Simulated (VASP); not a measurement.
```
CuZn
1.0
    3.00900     0.00000     0.00000
    0.00000     3.00900     0.00000
    0.00000     0.00000     3.00900
Zn Cu
1 1
Direct
  0.50000   0.50000   0.50000
  0.00000   0.00000   0.00000
```

The numbers are results of PBE GGA, VASP's PBE PAW potentials (set 64) (plane waves; VASP), not measurements. Numerical set-up: EDIFF = 1E-2, 400 eV cut-off, 11×11×11 Γ-centred mesh, first-order Methfessel-Paxton smearing of 0.10 eV, potentials Zn Cu.

Problem. Give the stress tensor in GPa (positive for a compressed cell).

Solution. 
```
-1.45   0.00   0.00
 0.00  -1.45   0.00
 0.00   0.00  -1.45
```
The pressure is its mean diagonal, -1.45 GPa.

The compound is CuZn in the CsCl type structure. The cell was not relaxed at this level. The run is one of a series of settings (EDIFF = 1E-2 against the base run), some of them coarse on purpose. The electron count is odd and the run is not spin-polarised, which forces a metal.
